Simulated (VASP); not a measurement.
Given:

```
CELL_PARAMETERS angstrom
      0.00000     2.74866     2.74866
      2.74866     0.00000     2.74866
      2.74866     2.74866     0.00000
ATOMIC_POSITIONS crystal
  Si 0.00000 0.00000 0.00000
  Si 0.25000 0.25000 0.25000
```

Computed with RPBE GGA, VASP's PBE PAW potentials (set 64) (plane waves; VASP). Numerical set-up: 520 eV cut-off, Gaussian smearing of 0.050 eV, potentials Si.

Task: Give the energies of bands 2 to 7 at the high-symmetry points, in eV from the valence-band maximum.

Result: 
```csv
band,Γ,X,U,L,W
2,0.00,-7.68,-7.10,-6.77,-7.53
3,0.00,-2.75,-4.11,-1.16,-3.67
4,0.00,-2.75,-2.34,-1.16,-3.67
5,2.56,0.84,1.31,1.49,4.31
6,2.56,0.84,4.14,3.36,4.31
7,2.56,9.85,7.33,3.36,4.91
```

The gap is indirect, 0.70 eV, from the valence maximum at Γ to the conduction minimum at Γ-X at 0.86.

Measured: gap 1.23 eV (computed value off by -0.53 eV), as given by Wei Chen et al., Physical Review Materials (2018), doi:10.1103/physrevmaterials.2.073803 [zero-point renormalisation of 0.06 eV added back (the table's ZPR column)].

The compound is Si in the diamond structure. It was relaxed first.
